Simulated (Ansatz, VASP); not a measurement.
# Sn: VASP beside Ansatz, part 3 of 3

Aim: how closely do two programs agree when they are given the same cell, functional and k mesh? The structure shown is the start of the Ansatz relaxation below; VASP solves that cell, so the two are compared at the walk's first step.

VASP 6.6.1 and Ansatz 0.2.0.

So far: Starting point; Ansatz: relaxation, PBEsol; VASP: single point, PBEsol, start cell.

## (3) VASP: single point, PBEsol, start cell (continued)

Level of this step: PBEsol; plane waves and PAW (Sn_d) (VASP).

Numbers of over 12 decimals in the logs are rounded to 6 here.

Parts of OUTCAR (step 3):

```text
ion  position               nearest neighbor table
   1  0.499  0.499  0.499-   2 2.83   2 2.87   2 2.87   2 2.87
   2  0.751  0.751  0.751-   1 2.83   1 2.87   1 2.87   1 2.87

  LATTYP: Found a trigonal (rhomboedric) cell.
 ALAT       =     4.6363366705
 COS(alpha) =     0.4825628173

 Subroutine GETGRP returns: Found 12 space group operations
 (whereof  6 operations were pure point group operations)

The static configuration has the point symmetry C_3v.
 The point group associated with its full space group is D_3d.

   k-points           NKPTS =   1728   k-points in BZ     NKDIM =   1728   number of bands    NBANDS=     20

   dimension x,y,z NGX =    30 NGY =   30 NGZ =   30
   dimension x,y,z NGXF=    60 NGYF=   60 NGZF=   60

   ENCUT  =  400.0 eV  29.40 Ry    5.42 a.u.   7.56  7.56  7.56*2*pi/ulx,y,z

   NELECT =      28.0000    total number of electrons

 k-points in reciprocal lattice and weights: Points of the shifted mesh
   0.04166667  0.04166667  0.04166667       0.001
   0.04166667  0.04166667  0.12500000       0.001
   0.04166667  0.04166667  0.20833333       0.001
   0.04166667  0.04166667  0.29166667       0.001
   0.04166667  0.04166667  0.37500000       0.001
   0.04166667  0.04166667  0.45833333       0.001
   0.04166667  0.04166667  0.54166667       0.001
   0.04166667  0.04166667  0.62500000       0.001
   0.04166667  0.04166667  0.70833333       0.001
[...]
0.95833333  0.95833333  0.87500000       0.001
   0.95833333  0.95833333  0.95833333       0.001

 average (electrostatic) potential at core
       1-101.8336       2-101.8336

 E-fermi :   4.8725

 k-point     1 :       0.0417    0.0417    0.0417
  band No.  band energies     occupation
    ...
      8     -16.2583      2.00000
      9     -16.2583      2.00000
     10     -16.2460      2.00000
     11      -5.3374      2.00000
     12       3.6313      2.00000
     13       4.9190      0.00001
     14       4.9190      0.00001
     15       5.1602      0.00000
     16       7.0326      0.00000
     17       7.0326      0.00000
    ...

 k-point     2 :       0.0417    0.0417    0.1250
  band No.  band energies     occupation
    ...
     10     -16.2393      2.00000
     11      -5.2527      2.00000
     12       2.8800      2.00000
     13       4.6591      2.00000
     14       4.8643      1.56112
     15       5.4072      0.00000
     16       7.1187      0.00000
     17       7.2396      0.00000
     18       7.6867      0.00000
     19      10.2940      0.00000
    ...

 k-point     3 :       0.0417    0.0417    0.2083
  band No.  band energies     occupation
    ...
     10     -16.2292      2.00000
     11      -5.0470      2.00000
     12       1.7690      2.00000
     13       4.3393      2.00000
     14       4.6245      2.00000
     15       5.4244      0.00000
     16       7.4418      0.00000
     17       7.6663      0.00000
     18       8.4450      0.00000
     19      11.0052      0.00000
    ...

  Total       -0.6030593     -0.6030593     -0.6030593      0.2533551      0.2533551      0.2533551
  in kB      -13.3657363    -13.3657363    -13.3657363      5.6151658      5.6151658      5.6151658
  external PRESSURE =     -13.3657363 kB  Pullay stress =       0.0000000 kB

  energy-cutoff  :      400.00
  volume of cell :       72.29
      direct lattice vectors                 reciprocal lattice vectors
    -0.056923000  3.278138000  3.278138000    -0.148609237  0.151235353  0.151235353
     3.278138000 -0.056923000  3.278138000     0.151235353 -0.148609237  0.151235353
     3.278138000  3.278138000 -0.056923000     0.151235353  0.151235353 -0.148609237

 POSITION                                       TOTAL-FORCE (eV/Angst)
 -----------------------------------------------------------------------------------
      3.24374      3.24374      3.24374        -0.048675     -0.048675     -0.048675
      4.88045      4.88045      4.88045         0.048675      0.048675      0.048675
 -----------------------------------------------------------------------------------
    total drift:                                0.000000      0.000000      0.000000

  FREE ENERGIE OF THE ION-ELECTRON SYSTEM (eV)
  ---------------------------------------------------
  free  energy   TOTEN  =        -8.4501299757 eV

  energy  without entropy=       -8.4500930673  energy(sigma->0) =       -8.45011152

 total charge
# of ion       s       p       d       tot
------------------------------------------
    1        1.171   1.155   9.964  12.290
    2        1.171   1.155   9.964  12.290
--------------------------------------------------
tot          2.342   2.310  19.928  24.580

[... 3 further parts left out ...]
```

The run ends at a pressure of -1.34 GPa, with forces up to 0.084 eV/Å.

## (4) Differences

Known differences besides the potentials themselves: the cutoff is 420 eV in Ansatz and 400 eV in VASP; Ansatz makes its cores anew for this functional, VASP keeps those of its PBE data sets. Total energies have different zeros and are not compared.

Forces (eV/Å; atoms numbered as in POSCAR):

| atom | Ansatz x, y, z | VASP x, y, z |
| --- | --- | --- |
| Sn1 | -0.049, -0.049, -0.049 | -0.049, -0.049, -0.049 |
| Sn2 | 0.049, 0.049, 0.049 | 0.049, 0.049, 0.049 |

The forces differ by 0.6 meV/Å r.m.s., which is 1.2 % of the r.m.s. force of 0.049 eV/Å (both taken over all components).

## (5) What came out

| Quantity | Value |
| --- | --- |
| r.m.s. force difference (single point, PBEsol, start cell) | 0.58 meV/Å |

**Reading.** The r.m.s. force difference is 0.58 meV/Å (single point, PBEsol, start cell), within the 12 meV/Å picked in this series as the mark of a large difference. Such differences can come from data sets, numerical settings and the points named under the comparisons, not from the functional's error against experiment.

[Lines on the potential files, build, host, timing and source positions are cut from VASP's logs without a mark.]

[Logs are printed without paths, hosts, clocks, repeated set-up lines and the standing remarks that a program may print on its own settings, such as how far it seeks lower states.]

[Hosts, paths, dates, database ids (printed as entryN), source tags and the programs' standing remarks are cut or masked in the printed files.]
